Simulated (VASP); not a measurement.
Method: revTPSS meta-GGA, VASP's PBE PAW potentials (set 64) (plane waves; VASP).

VASP ran on this input.

KPOINTS:
```
Automatic
0
gamma
 15 15 8
0 0 0
```

### POSCAR
```
Co
1
    1.2281613420    -2.1272380636    -0.0000000000
    1.2281613420     2.1272380636     0.0000000000
    0.0000000000     0.0000000000     3.9761191648
Co
2
Direct
  0.3333330000   0.6666670000   0.2500000000
  0.6666670000   0.3333330000   0.7500000000
```

### INCAR
```
# general
SYSTEM  = Co
PREC    = Accurate
ENCUT   = 520
LREAL   = .FALSE.   # projection in real space or not
LASPH   = .TRUE.   # aspherical one-centre terms

# electronic loop
EDIFF   = 1E-6   # SCF stop (eV)
NELM    = 100
ALGO    = Normal   # blocked Davidson
LMAXMIX = 4
LMIXTAU = .TRUE.

# smearing
ISMEAR  = 1
SIGMA   = 0.1   # width (eV)

# functional
METAGGA = RTPSS

# spin
ISPIN   = 2   # spin-polarised
MAGMOM  = 2*1.6

# ions
IBRION  = 2
NSW     = 60
ISIF    = 3   # ions, shape and volume
EDIFFG  = -0.01   # ionic stop

# output
LWAVE   = .FALSE.
LCHARG  = .FALSE.
LORBIT  = 10
```

POTCAR, in this order: Co (PBE.64 set). Program: vasp_std.

Output

OSZICAR:
```
       N       E                     dE             d eps       ncg     rms          rms(c)
DAV:   1     0.119273320804E+03    0.11927E+03   -0.12831E+04  8132   0.259E+03
DAV:   2     0.106308844319E+02   -0.10864E+03   -0.10066E+03  8415   0.320E+02
DAV:   3     0.505341297703E+01   -0.55775E+01   -0.54406E+01 10228   0.103E+02
DAV:   4     0.496003460186E+01   -0.93378E-01   -0.93352E-01 12000   0.139E+01
DAV:   5     0.495620184764E+01   -0.38328E-02   -0.38327E-02 12057   0.210E+00    0.157E+01
DAV:   6    -0.820461480317E+03   -0.82542E+03   -0.10923E+04  8266   0.422E+04    0.816E+00
DAV:   7    -0.764165111221E+01    0.81282E+03   -0.14367E+02  9200   0.497E+01    0.448E+00
DAV:   8    -0.793158646780E+01   -0.28994E+00   -0.10574E+00 10060   0.179E+01    0.197E+00
DAV:   9    -0.792555913416E+01    0.60273E-02   -0.44269E-02 10066   0.200E+00    0.612E-01
DAV:  10    -0.792547934076E+01    0.79793E-04   -0.64177E-03 10697   0.149E+00    0.427E-01
DAV:  11    -0.792531957603E+01    0.15976E-03   -0.53230E-03  9381   0.143E+00    0.285E-01
DAV:  12    -0.792476395053E+01    0.55563E-03   -0.88818E-04 10462   0.581E-01    0.621E-02
DAV:  13    -0.792477293665E+01   -0.89861E-05   -0.68221E-05 10509   0.112E-01    0.390E-02
DAV:  14    -0.792476395280E+01    0.89839E-05   -0.87156E-06 10390   0.598E-02    0.146E-02
DAV:  15    -0.792476043280E+01    0.35200E-05   -0.49768E-06  7483   0.367E-02    0.603E-03
DAV:  16    -0.792475859805E+01    0.18347E-05   -0.88684E-07  4449   0.194E-02    0.207E-03
DAV:  17    -0.792475894659E+01   -0.34854E-06   -0.11732E-07  4442   0.360E-03
   1 F= -.79247589E+01 E0= -.79245731E+01  d E =-.792476E+01  mag=     3.2743
       N       E                     dE             d eps       ncg     rms          rms(c)
DAV:   1    -0.793321490944E+01   -0.84563E-02   -0.11082E-01  8114   0.621E+00    0.783E-01
DAV:   2    -0.792619056887E+01    0.70243E-02   -0.38965E-02  8961   0.411E+00    0.532E-01
DAV:   3    -0.792487073086E+01    0.13198E-02   -0.47860E-03  8919   0.144E+00    0.243E-01
DAV:   4    -0.792472262373E+01    0.14811E-03   -0.49234E-05  9498   0.905E-02    0.855E-02
DAV:   5    -0.792460661430E+01    0.11601E-03   -0.29241E-05 12349   0.801E-02    0.134E-02
DAV:   6    -0.792460804533E+01   -0.14310E-05   -0.40302E-06  8366   0.281E-02    0.622E-03
DAV:   7    -0.792460932267E+01   -0.12773E-05   -0.44892E-07  4218   0.136E-02    0.310E-03
DAV:   8    -0.792460991023E+01   -0.58756E-06   -0.15157E-07  4190   0.800E-03
   2 F= -.79246099E+01 E0= -.79244050E+01  d E =0.149036E-03  mag=     3.2828
       N       E                     dE             d eps       ncg     rms          rms(c)
DAV:   1    -0.792798914203E+01   -0.33798E-02   -0.39552E-02  8107   0.370E+00    0.472E-01
DAV:   2    -0.792540604267E+01    0.25831E-02   -0.14023E-02  8940   0.248E+00    0.321E-01
DAV:   3    -0.792496445033E+01    0.44159E-03   -0.17550E-03  8898   0.872E-01    0.146E-01
DAV:   4    -0.792491513902E+01    0.49311E-04   -0.18515E-05  9525   0.562E-02    0.509E-02
DAV:   5    -0.792488664832E+01    0.28491E-04   -0.99510E-06 12029   0.469E-02    0.876E-03
DAV:   6    -0.792488754125E+01   -0.89292E-06   -0.14635E-06  5739   0.164E-02
   3 F= -.79248875E+01 E0= -.79246915E+01  d E =-.128595E-03  mag=     3.2779
       N       E                     dE             d eps       ncg     rms          rms(c)
DAV:   1    -0.792490704588E+01   -0.20398E-04   -0.29073E-04  8121   0.317E-01    0.400E-02
DAV:   2    -0.792488545171E+01    0.21594E-04   -0.10093E-04  9080   0.210E-01    0.269E-02
DAV:   3    -0.792488420586E+01    0.12459E-05   -0.12369E-05  8947   0.732E-02    0.122E-02
DAV:   4    -0.792488396714E+01    0.23872E-06   -0.12341E-07  4120   0.477E-03
   4 F= -.79248840E+01 E0= -.79246889E+01  d E =-.125021E-03  mag=     3.2774
```

### OUTCAR
```
------------------------ aborting loop because EDIFF is reached ----------------------------------------
  FORCE on cell =-STRESS in cart. coord.  units (eV):
  Direction    XX          YY          ZZ          XY          YZ          ZX
  --------------------------------------------------------------------------------------
  Total        0.0101375      0.0101376      0.0000782      0.0000000      0.0000000     -0.0000000
  in kB        0.7798888      0.7798889      0.0060136      0.0000000      0.0000000     -0.0000000
  external PRESSURE =       0.5219304 kB  Pullay stress =       0.0000000 kB
  volume of cell :       20.83
      direct lattice vectors                 reciprocal lattice vectors
     1.229236078 -2.129099562 -0.000000000     0.406756691 -0.234841061  0.000000000
     1.229236078  2.129099562 -0.000000000     0.406756691  0.234841061  0.000000000
    -0.000000000 -0.000000000  3.978777208     0.000000000  0.000000000  0.251333500
 POSITION                                       TOTAL-FORCE (eV/Angst)
 -----------------------------------------------------------------------------------
      1.22924      0.70970      0.99469         0.000000     -0.000000      0.000000
      1.22924     -0.70970      2.98408        -0.000000      0.000000      0.000000
 -----------------------------------------------------------------------------------
    total drift:                                0.000000     -0.000004     -0.000028
  FREE ENERGIE OF THE ION-ELECTRON SYSTEM (eV)
  ---------------------------------------------------
  free  energy   TOTEN  =        -7.9248839671 eV

  energy  without entropy=       -7.9242988684  energy(sigma->0) =       -7.92468893

 total charge

# of ion       s       p       d       tot
------------------------------------------
    1        0.513   0.569   7.250   8.332
    2        0.513   0.569   7.250   8.332
--------------------------------------------------
tot          1.026   1.138  14.499  16.663

 magnetization (x)

# of ion       s       p       d       tot
------------------------------------------
    1       -0.023  -0.063   1.716   1.630
    2       -0.023  -0.063   1.716   1.630
--------------------------------------------------
tot         -0.046  -0.126   3.432   3.260

 reached required accuracy - stopping structural energy minimisation
```
(Selected blocks of OUTCAR.)

### CONTCAR
```
Co
   1.00000000000000
     1.2292360784288667   -2.1290995622754241   -0.0000000000000000
     1.2292360784288667    2.1290995622754241   -0.0000000000000000
    -0.0000000000000000   -0.0000000000000000    3.9787772082828008
  Co
     2
Direct
     0.3333330000000032    0.6666669999999968    0.2500000000000000
     0.6666669999999968    0.3333330000000032    0.7500000000000000
```

The compound is Co in the hcp structure. This run relaxes it. Symmetry was kept, so distortions that lower it aren't found. The start is the result of an earlier pass.
